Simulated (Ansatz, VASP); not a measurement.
## SiTe2 in two plane-wave programs

Wanted: the spread between two codes on one cell, functional and k mesh. Of the first pair: The structure shown is the start of the Ansatz relaxation below; VASP solves that cell, so the two are compared at the walk's first step.

Method: plane waves, with VASP 6.6.1 beside it; single point at PBEsol, in Ansatz 0.2.0.

### Step 1. The structure

The cell holds 3 atoms: 1 Si and 2 Te. Its edges and angles: a = 3.501 Å, b = 3.501 Å, c = 31.000 Å, α = 90.0°, β = 90.0°, γ = 120.0°. Vacuum lies along c.

### Step 2. Ansatz: relaxation, PBEsol

Ansatz runs on its PAW soft_1 files.

The two programs are compared at the cell with which this relaxation starts, whose forces are those of its first step.

Contents of input.yaml:

```yaml
crystal:
  lattice:
    - [3.50101553, 0.0, 0.0]
    - [-1.750507765, 3.0319683881, 0.0]
    - [0.0, 0.0, 31.0]
  atoms:
    - { symbol: Si, position: [0.3333333333, 0.6666666667, 0.3225806452] }
    - { symbol: Te, position: [0.6666666667, 0.3333333333, 0.3841286975] }
    - { symbol: Te, position: [0.6666666667, 0.3333333333, 0.2610325928] }
  periodic: [true, true, false]
kpoints:
  mp_grid: { grid: [18, 18, 1] }
hamiltonian:
  xc: pbesol
  pseudopotentials: { kind: paw, azcp: { folder: soft_1 }, xc_functional: pbe }
scf:
  occupations: { method: methfessel_paxton, width: 0.2 }
output:
  forces: true
  stress: true
  eigenvalues: true
  write_density: true
  write_potential: true
  elf: true
  volumetric_format: npy
relax:
  adjacent_minimum: "off"
  f_tol: 0.001
  max_steps: 60
  cell: { stress_2d_tol: 0.002 }
```

The run is started by

```sh
> ansatz run input.yaml --threads 4 --pin off --max-ram 16384MiB --backend cpu --events-out ev --progress --plain --runs-dir out
```

Numbers of over 12 decimals in the logs are rounded to 6 here.

The program printed:

```text
Engine: ansatz 0.2.0, aarch64-unknown-linux-gnu
Pseudopotentials: kind: paw
Pseudopotential: Si, paw, valence charge 4, recommended cutoff 420 eV (normal), soft_1/Si.paw.azcp
Pseudopotential: Te, paw, valence charge 16, recommended cutoff 420 eV (normal), soft_1/Te.paw.azcp
Functional definition: PBEsol
  exchange = pbesol_x
  correlation = pbesol_c
Crystal: 3 atoms, lattice volume = 329.064 Å³
Basis set: ecut = 420 eV, 6409 PW (Γ), exchange–correlation on 48×48×432 points (8 copies of the dense FFT grid, shifted against one another)
Bands: 22, of which v1, the nominal top of the filled ones, is band 18 counted from 1 (17 counted from 0)
Symmetry: 12 space group operations
Space group: P-6m2 (ITA 187), of the structure as read, at distance tolerance 6.9e-5 Å
k-points: 37 of 324 (time reversal used)
Non-local potential: Si, projectors of the file, l = 0: 2, l = 1: 2, l = 2: 1
Non-local potential: Te, projectors of the file, l = 0: 2, l = 1: 2, l = 2: 2, l = 3: 1
PAW form: soft (Blöchl's): semilocal exchange-correlation on the pseudo side does not see the compensation charge
PAW frozen core: Si, regenerated for the run's functional, and the local potential with it (the file was generated under x = pbe(κ = 0.804, μ = 0.219515), c = pbe(β = 0.066725))
PAW frozen core: Te, regenerated for the run's functional, and the local potential with it (the file was generated under x = pbe(κ = 0.804, μ = 0.219515), c = pbe(β = 0.066725))
PAW one-centre angular grid: Si, 110 points (default); XC on 64 Gauss nodes
PAW one-centre angular grid: Te, 590 points (default); XC on 64 Gauss nodes
Initial density: superposition of atomic densities (neutral atoms: chi_scale 0, normalization atom)
Initial wavefunctions: pseudopotential atomic-orbital guess
Functional: x = pbesol(κ = 0.804, μ = 0.123457), c = pbesol(β = 0.046)
iter 1 solved again at ethr=1.91e-3 eV; its pass at ethr=3.10e-3 eV (dr2=6.88e-1 eV) is discarded
SCF iter   1: F=—  HF=-14424.026270 eV  |F-HF|=—  |Δ(HF+E_count)|=         —  Δρ=8.64e-3  dr2=7.12e-1  ethr=1.91e-3  ⟨swp⟩=1.4  Hψ=7777  notcnv=0
preconditioner: auto → LDOS  [metal: Δε(μ)=0.063 eV  Ē_g=8.178 eV  σ=0.200 eV  W_gap=0.26  n_scr=18 (ndim 8)  ℏωp=8.2 eV  f_vac=0.731  D(μ)=1.41/eV (n_scr^D=8)  β→1.0]
SCF iter   2: F=—  HF=-14423.966956 eV  |F-HF|=—  |Δ(HF+E_count)|=   5.93e-2  S|Δr|=    0.00e0  Δρ=4.91e-3  dr2=4.47e-1  ethr=1.91e-3  ⟨swp⟩=5.3  Hψ=2468  notcnv=0  defer=5
SCF iter   3: F=—  HF=-14423.896830 eV  |F-HF|=—  |Δ(HF+E_count)|=   7.01e-2  S|Δr|=    0.00e0  Δρ=1.59e-3  dr2=2.14e-2  ethr=1.24e-3  ⟨swp⟩=4.1  Hψ=2235  notcnv=0  defer=7
SCF iter   4: F=—  HF=-14423.892347 eV  |F-HF|=—  |Δ(HF+E_count)|=   4.48e-3  S|Δr|=    0.00e0  Δρ=2.09e-4  dr2=2.05e-4  ethr=5.95e-5  ⟨swp⟩=4.0  Hψ=1958  notcnv=0  defer=7
SCF iter   5: F=—  HF=-14423.892378 eV  |F-HF|=—  |Δ(HF+E_count)|=   3.06e-5  S|Δr|=    0.00e0  Δρ=5.84e-5  dr2=9.76e-6  ethr=5.69e-7  ⟨swp⟩=3.9  Hψ=1984  notcnv=0  defer=7
SCF iter   6: F=—  HF=-14423.892428 eV  |F-HF|=—  |Δ(HF+E_count)|=   5.02e-5  S|Δr|=    0.00e0  Δρ=6.37e-6  dr2=1.01e-7  ethr=2.71e-8  ⟨swp⟩=3.8  Hψ=1857  notcnv=0  defer=6
iter 7 did not close the SCF: its close was put off until two iterations running show no level that it waits for move by more than its bar (scf_convergence_deferred on its scf_iter line)
SCF iter   7: F=-14423.892428 eV  HF=-14423.892428 eV  |F-HF|=3.90e-8  |Δ(HF+E_count)|=   3.51e-7  S|Δr|=    0.00e0  Δρ=1.18e-6  dr2=3.00e-9  ethr=2.78e-10  ⟨swp⟩=23.2  Hψ=9477  notcnv=0
iter 8 did not close the SCF: its close was put off until two iterations running show no level that it waits for move by more than its bar (scf_convergence_deferred on its scf_iter line)
SCF iter   8: F=-14423.892428 eV  HF=-14423.892428 eV  |F-HF|=3.33e-9  |Δ(HF+E_count)|=   3.64e-8  S|Δr|=    0.00e0  Δρ=2.32e-7  dr2=1.32e-10  ethr=8.34e-12  ⟨swp⟩=9.9  Hψ=6168  notcnv=0
SCF iter   9: F=-14423.892428 eV  HF=-14423.892428 eV  |F-HF|=3.75e-10  |Δ(HF+E_count)|=   2.96e-9  S|Δr|=    0.00e0  Δρ=3.12e-8  dr2=3.29e-12  ethr=1.00e-12  ⟨swp⟩=8.8  Hψ=5826  notcnv=0
SCF 1 converged in 9 iterations: F = -14423.892428 eV  dr2 = 3.29e-12
  greatest PAW one-centre occupation: 0.998 electrons in one spin orbital (limit 2), on the Te atom at site 2 (counted from 0), in its partial waves of l = 2
relax step   1: F+E_penalty+E_count = -14423.89242843 eV  Δ(F+E_penalty+E_count) = +0.000e0 eV  max|allowed force component| = 7.953e-2 eV/Å  Δτ_max = 0.0000 Å  P = +0.152 N/m  Ω = 329.064 Å³  fix = [c, alpha, beta]  reactions: c +0.000 N/m  (9 SCF iters, dr2 threshold 1.00e-7 eV, accepted)
[...]
relax step   3: F+E_penalty+E_count = -14423.89358777 eV  Δ(F+E_penalty+E_count) = -1.159e-3 eV  max|allowed force component| = 1.155e-3 eV/Å  Δτ_max = 0.0120 Å  P = +0.028 N/m  Ω = 330.530 Å³  energy of the carried Pulay correction = -5.952e-5 eV  fix = [c, alpha, beta]  reactions: c +0.000 N/m  (11 SCF iters, accepted)
[...]
relax step   4: F+E_penalty+E_count = -14423.89358706 eV  Δ(F+E_penalty+E_count) = +7.144e-7 eV  max|allowed force component| = 1.131e-3 eV/Å  Δτ_max = 0.0001 Å  P = +0.009 N/m  Ω = 330.654 Å³  energy of the carried Pulay correction = -6.454e-5 eV  fix = [c, alpha, beta]  reactions: c +0.000 N/m  (4 SCF iters, dr2 threshold 1.02e-9 eV, accepted)
[...]
relax step   5: F+E_penalty+E_count = -14423.89358567 eV  Δ(F+E_penalty+E_count) = +1.383e-6 eV  max|allowed force component| = 6.363e-5 eV/Å  Δτ_max = 0.0001 Å  P = +0.001 N/m  Ω = 330.702 Å³  energy of the carried Pulay correction = -6.649e-5 eV  fix = [c, alpha, beta]  reactions: c +0.000 N/m  (4 SCF iters, dr2 threshold 1.11e-10 eV, accepted)
[...]
relax step   6: F+E_penalty+E_count = -14423.89364945 eV  Δ(F+E_penalty+E_count) = -6.377e-5 eV  max|allowed force component| = 6.861e-5 eV/Å  Δτ_max = 0.0000 Å  P = +0.000 N/m  Ω = 330.702 Å³  fix = [c, alpha, beta]  reactions: c +0.000 N/m  stress off target by 4.77e-4 N/m on what of the cell is left free  SCF on the basis re-selected at this cell (its energy is not comparable with the rows above)  (7 SCF iters)
basis re-selected at this cell: Δ(F+E_penalty+E_count) = -6.377e-5 eV, ΔP = -0.000 N/m vs the last step (what re-selecting the basis moved, of the pressure what is left beyond the Pulay correction that the steps carried, after the strain that the cell walked since its last selection, with what the two solves' SCF thresholds leave and, on support functions, any second-order correction that the steps lacked; it is no m [...]
SCF converged after 7 iterations
Stability not checked: this state was not tested for a lower state beside it, because cold or Methfessel-Paxton smearing, or corrected tetrahedra, fill the levels in a way that the test cannot read (fill_not_monotonic; see scf.lower_state_search)
Free energy (F): -14423.893649 eV
Harris-Foulkes:  -14423.893649 eV  (|F-HF|=5.97e-10)
Internal energy: -14423.896667 eV  (E = F + TS)
E sigma→0 (E₀):  -14423.894404 eV
Entropy (-TS):   0.003017 eV (1.006 meV/atom)
Fermi energy:    -4.779830 eV
--- Per-component energies (eV) ---
  E_band       = -991.817036
  E_kinetic    = 385.501608
  E_local      = -64900.530616  (includes V_loc(G=0)·N_el)
  E_nonlocal   = 157.512950
  E_hartree    = 32203.852036
  E_xc         = -299.786221
  E_vxc        = -252.498239  (∫ρ·V_xc dr)
  E_paw        = -9681.933362  (= ΣΔE_a)
  E_vpaw       = -789.507038  (= ΣTr[D̂ρ^β])
  E_aug_tail   = 0.000221  (compensation charges beyond the density's cutoff)
  E_ewald      = 27710.705535
  E_core_change = 0.781183  (= ΣΔE_core)
  E_smearing   = 0.003017  (= −TS)
  E_closure    = 0.000000  (closes the sum)
  Σ components = -14423.893649   (vs F -14423.893649, Δ=0.00e0)
--- Forces (eV/Å), atoms counted from 1 ---
  atom   1  Si     0.00000000    -0.00000000     0.00000000
  atom   2  Te     0.00000000     0.00000000    -0.00006861
  atom   3  Te    -0.00000000     0.00000000     0.00006861
  max |Σ_I F_I| component: 1.23e-16 eV/Å
--- 2D stress c σ (N/m, compression-positive) ---
        0.000477       0.000000       0.000000
       -0.000000       0.000477       0.000000
        0.000000       0.000000       0.000000
  P = ½ c Tr σ = 0.0005 N/m
--- Band table (eV; the first three rows and the last of 37) ---
  k-point 0: bands = [... 14 lower, -4.0915, -4.0915, -3.5170, -2.8942, -2.8942, -1.0663, -1.0663, -0.7247]
  k-point 1: bands = [... 14 lower, -4.6976, -4.2234, -3.3034, -3.2640, -2.9832, -1.2322 (-1.2322°), -0.9448, -0.6327]
  k-point 2: bands = [... 14 lower, -5.7311, -4.5476, -4.2248, -3.2209, -3.0869, -1.6344 (-1.6344°), -0.6767, -0.4520]
  k-point 36: bands = [... 14 lower, -9.4658, -8.2834, -8.2683, -5.3594, -5.2635, -3.9979, -1.2225, 0.6268]
  ° read free of the cell's end (the report's vacuum.weakly_bound_levels)
--- Relaxed structure (5 steps of the walk, 4 accepted, 1 SCFs on fresh bases) ---
  F+E_penalty+E_count = -14423.89364945 eV   max|allowed force component| = 6.861e-5 eV/Å   (the final SCF, on the basis selected at the relaxed cell)
  cell:  # Å, volume = 330.7021 Å³
    - [3.509719, 4.831304910563286e-19, 0]
    - [-1.754859, 3.039506, 0]
    - [0, 0, 31.0]
  atoms:
    - { symbol: Si, position: [0.333333, 0.666667, 0.322581] }
    - { symbol: Te, position: [0.666667, 0.333333, 0.383739] }
    - { symbol: Te, position: [0.666667, 0.333333, 0.261422] }
```

In the SCF lines HF is the Harris–Foulkes energy and dr2 the Hartree energy of the density residual, in eV; the loop may stop once dr2 is under the threshold and the program's other checks hold. Hψ counts applications of the Hamiltonian.

### Step 3. VASP: single point, PBEsol, start cell, pair 1

The same cell, functional, mesh and smearing now go to VASP, with its own data sets.

Lines of VASP's logs that name or quote its potential files are left out, and so is its time.

Contents of INCAR:

```
SYSTEM = SiTe2
PREC = Accurate
ENCUT = 400
EDIFF = 1E-06
NELM = 120
ISMEAR = 1
SIGMA = 0.2
LREAL = .FALSE.
ALGO = Normal
GGA = PS
NBANDS = 14
LORBIT = 11
LWAVE = .FALSE.
LCHARG = .FALSE.
ISIF = 2
LDIPOL = .TRUE.
IDIPOL = 3
DIPOL = 0.5 0.5 0.323
LVHAR = .TRUE.
LASPH = .TRUE.
GGA_COMPAT = .FALSE.
NELMDL = -8
KPAR = 2
```

Contents of POSCAR:

```
SiTe2
1.0
    3.5010160000      0.0000000000      0.0000000000
   -1.7505080000      3.0319680000      0.0000000000
    0.0000000000      0.0000000000     31.0000000000
Si Te
1 2
Direct
    0.3333333333      0.6666666667      0.3225806452
    0.6666666666      0.3333333334      0.3841287097
    0.6666666666      0.3333333334      0.2610325806
```

Contents of KPOINTS:

```
Automatic mesh
0
Gamma
18 18 1
0 0 0
```

The projector-augmented-wave data sets are Si and Te (PBE family, release 64).

The run is started by

```sh
> mpirun -np 2 vasp_std
```

The program printed:

```text
[banner, memory and clock lines left out]
running    2 mpi-ranks, on    1 nodes
 distrk:  each k-point on    1 cores,    2 groups
 distr:  one band on    1 cores,    1 groups

 POSCAR found type information on POSCAR SiTe
 POSCAR found :  2 types and       3 ions
|                                                                             |
|               ----> ADVICE to this user running VASP <----                  |
|                                                                             |
|     You enforced a specific xc type in the INCAR file but a different       |
|     [... a line on the potential file left out ...]
|     I HOPE YOU KNOW WHAT YOU ARE DOING!                                     |
|                                                                             |

 LDA part: xc-table for (Slater+PW92), standard interpolation
 POSCAR, INCAR and KPOINTS ok, starting setup
 FFT: planning ... GRIDC
 FFT: planning ... GRID_SOFT
 FFT: planning ... GRID
 WAVECAR not read
 entering main loop
       N       E                     dE             d eps       ncg     rms          rms(c)
DAV:   1     0.952551309518E+02    0.95255E+02   -0.39616E+03  1036   0.626E+02
DAV:   2    -0.346072293677E+01   -0.98716E+02   -0.90694E+02  1730   0.120E+02
DAV:   3    -0.118878659956E+02   -0.84271E+01   -0.83368E+01  1394   0.437E+01
DAV:   4    -0.121108321129E+02   -0.22297E+00   -0.22269E+00  1406   0.895E+00
DAV:   5    -0.121193650847E+02   -0.85330E-02   -0.85326E-02  1652   0.183E+00
DAV:   6    -0.121194558368E+02   -0.90752E-04   -0.90752E-04  1516   0.154E-01
DAV:   7    -0.121194599216E+02   -0.40848E-05   -0.40850E-05  1680   0.294E-02
DAV:   8    -0.121194600200E+02   -0.98406E-07   -0.98416E-07  1228   0.341E-03    0.969E+00
DAV:   9    -0.120134028636E+02    0.10606E+00   -0.12622E-01  1288   0.262E+00    0.535E+00
DAV:  10    -0.119947673222E+02    0.18636E-01   -0.52227E-02  1396   0.125E+00    0.698E-01
DAV:  11    -0.119942060232E+02    0.56130E-03   -0.39518E-03  1384   0.389E-01    0.305E-01
DAV:  12    -0.119937794572E+02    0.42657E-03   -0.58066E-04  1470   0.139E-01    0.112E-01
DAV:  13    -0.119936102802E+02    0.16918E-03   -0.15773E-04  1372   0.673E-02    0.240E-02
DAV:  14    -0.119936105552E+02   -0.27502E-06   -0.53879E-05  1372   0.339E-02    0.239E-02
DAV:  15    -0.119937048895E+02   -0.94334E-04   -0.62302E-05  1102   0.357E-02    0.119E-02
DAV:  16    -0.119938101707E+02   -0.10528E-03   -0.27779E-05  1192   0.232E-02    0.711E-03
DAV:  17    -0.119939500403E+02   -0.13987E-03   -0.88873E-06  1192   0.159E-02    0.498E-03
DAV:  18    -0.119939837316E+02   -0.33691E-04   -0.77695E-07  1240   0.488E-03    0.152E-03
DAV:  19    -0.119940253457E+02   -0.41614E-04   -0.14454E-06  1144   0.452E-03    0.111E-03
DAV:  20    -0.119940310836E+02   -0.57379E-05   -0.90390E-08  1130   0.116E-03    0.977E-04
DAV:  21    -0.119940369863E+02   -0.59027E-05   -0.15009E-07  1000   0.127E-03    0.279E-04
DAV:  22    -0.119940387519E+02   -0.17657E-05   -0.40118E-08  1074   0.571E-04    0.256E-04
DAV:  23    -0.119940413085E+02   -0.25565E-05   -0.54361E-08   956   0.653E-04    0.161E-04
DAV:  24    -0.119940416338E+02   -0.32535E-06   -0.44297E-09   974   0.250E-04
   1 F= -.11994042E+02 E0= -.11994723E+02  d E =0.204557E-02
```

From OUTCAR (step 3):

```text
ion  position               nearest neighbor table
   1  0.333  0.667  0.323-   2 2.78   3 2.78   2 2.78   2 2.78   3 2.78   3 2.78
   2  0.667  0.333  0.384-   1 2.78   1 2.78   1 2.78
   3  0.667  0.333  0.261-   1 2.78   1 2.78   1 2.78

  LATTYP: Found a hexagonal cell.
 ALAT       =     3.5010160000
 C/A-ratio  =     8.8545725012

 Subroutine GETGRP returns: Found 12 space group operations
 (whereof  6 operations were pure point group operations)

The static configuration has the point symmetry C_3v.
 The point group associated with its full space group is D_3h.

 Found     37 irreducible k-points:

   k-points           NKPTS =     37   k-points in BZ     NKDIM =     37   number of bands    NBANDS=     14

   dimension x,y,z NGX =    24 NGY =   24 NGZ =  210
   dimension x,y,z NGXF=    48 NGYF=   48 NGZF=  420

   ENCUT  =  400.0 eV  29.40 Ry    5.42 a.u.   5.71  5.71 50.55*2*pi/ulx,y,z

   NELECT =      16.0000    total number of electrons

 k-points in reciprocal lattice and weights: Automatic mesh
   0.00000000  0.00000000  0.00000000       0.003
   0.05555556 -0.00000000  0.00000000       0.019
   0.11111111 -0.00000000  0.00000000       0.019
   0.16666667 -0.00000000  0.00000000       0.019
   0.22222222 -0.00000000  0.00000000       0.019
   0.27777778 -0.00000000  0.00000000       0.019
   0.33333333 -0.00000000  0.00000000       0.019
   0.38888889 -0.00000000  0.00000000       0.019
   0.44444444 -0.00000000  0.00000000       0.019
[...]
0.33333333  0.27777778  0.00000000       0.037
   0.33333333  0.33333333  0.00000000       0.006

 dipolmoment           0.000000      0.000000      0.000004 electrons x Angstroem

 average (electrostatic) potential at core
       1 -91.5565       2 -96.2571       3 -96.2571

 E-fermi :  -1.9704

 k-point     1 :       0.0000    0.0000    0.0000
  band No.  band energies     occupation
      1     -15.6424      2.00000
      2     -14.4700      2.00000
      3      -9.3274      2.00000
      4      -5.3318      2.00000
      5      -1.2261     -0.00000
      6      -1.2261     -0.00000
      7      -0.7737     -0.00000
      8      -0.0533     -0.00000
      9      -0.0533     -0.00000
    ...

 k-point     2 :       0.0556   -0.0000    0.0000
  band No.  band energies     occupation
      1     -15.5973      2.00000
      2     -14.4278      2.00000
      3      -9.2907      2.00000
      4      -5.2919      2.00000
      5      -1.8468      0.14414
      6      -1.3599     -0.00014
      7      -0.5156     -0.00000
      8      -0.4673     -0.00000
      9      -0.1438     -0.00000
    ...

 k-point     3 :       0.1111   -0.0000    0.0000
  band No.  band energies     occupation
      1     -15.4630      2.00000
      2     -14.3021      2.00000
      3      -9.1838      2.00000
      4      -5.1756      2.00000
      5      -2.8833      2.00000
      6      -1.6881     -0.06268
      7      -1.3982     -0.00040
      8      -0.3854     -0.00000
      9      -0.3446     -0.00000
     10       1.1820     -0.00000
    ...

  Total        0.1349128      0.1349128     -0.2257875      0.0000000      0.0000000      0.0000000
  in kB        0.6568760      0.6568757     -1.0993351      0.0000000      0.0000000      0.0000000
  external PRESSURE =       0.0714722 kB  Pullay stress =       0.0000000 kB

  energy-cutoff  :      400.00
  volume of cell :      329.06
      direct lattice vectors                 reciprocal lattice vectors
     3.501016000  0.000000000  0.000000000     0.285631371  0.164909392  0.000000000
    -1.750508000  3.031968000  0.000000000     0.000000000  0.329818784  0.000000000
     0.000000000  0.000000000 31.000000000     0.000000000  0.000000000  0.032258065

 POSITION                                       TOTAL-FORCE (eV/Angst)
 -----------------------------------------------------------------------------------
     -0.00000      2.02131     10.00000         0.000000     -0.000000      0.000000
      1.75051      1.01066     11.90799        -0.000000      0.000000     -0.056218
      1.75051      1.01066      8.09201        -0.000000      0.000000      0.056218
 -----------------------------------------------------------------------------------
    total drift:                                0.000000     -0.000001      0.000034

  FREE ENERGIE OF THE ION-ELECTRON SYSTEM (eV)
  ---------------------------------------------------
  free  energy   TOTEN  =       -11.9940416338 eV

  energy  without entropy=      -11.9960872048  energy(sigma->0) =      -11.99472349

 vacuum level on the upper side and lower side of the slab         2.765         2.765

 total charge
# of ion       s       p       d       tot
------------------------------------------
    1        0.859   0.664   0.000   1.523
    2        1.411   1.861   0.052   3.324
    3        1.411   1.861   0.052   3.324
--------------------------------------------------
tot          3.682   4.386   0.103   8.171

[... 3 further parts left out ...]
```

The run ends at a pressure of 0.01 GPa, with forces up to 0.056 eV/Å.

### Step 4. Side by side

Known differences besides the potentials themselves: Ansatz cuts the interaction across the vacuum, VASP repeats the sheet with a dipole correction; the data sets hold 36 valence electrons in Ansatz (on its PAW soft_1 files) and 16 in VASP; the cutoff is 420 eV in Ansatz and 400 eV in VASP; Ansatz makes its cores anew for this functional, VASP keeps those of its PBE data sets. Total energies have different zeros and are not compared.

Forces (eV/Å; atoms numbered as in POSCAR):

```csv
atom,"Ansatz x, y, z","VASP x, y, z"
Si1,"0.000, 0.000, 0.000","0.000, 0.000, 0.000"
Te2,"0.000, 0.000, -0.080","0.000, 0.000, -0.056"
Te3,"0.000, 0.000, 0.080","0.000, 0.000, 0.056"
```

The forces differ by 11 meV/Å r.m.s., which is 41.5 % of the r.m.s. force of 0.026 eV/Å (both taken over all components). With vacuum in the cell, a pressure given here is an average over mostly empty space and none of the material.

(Part 1 of 2 ends here.)

[Lines on the potential files, build, host, timing and source positions are cut from VASP's logs without a mark.]

[Logs are printed without paths, hosts, clocks, repeated set-up lines and the standing remarks that a program may print on its own settings, such as how far it seeks lower states.]

[Hosts, paths, dates, database ids (printed as entryN), source tags and the programs' standing remarks are cut or masked in the printed files.]
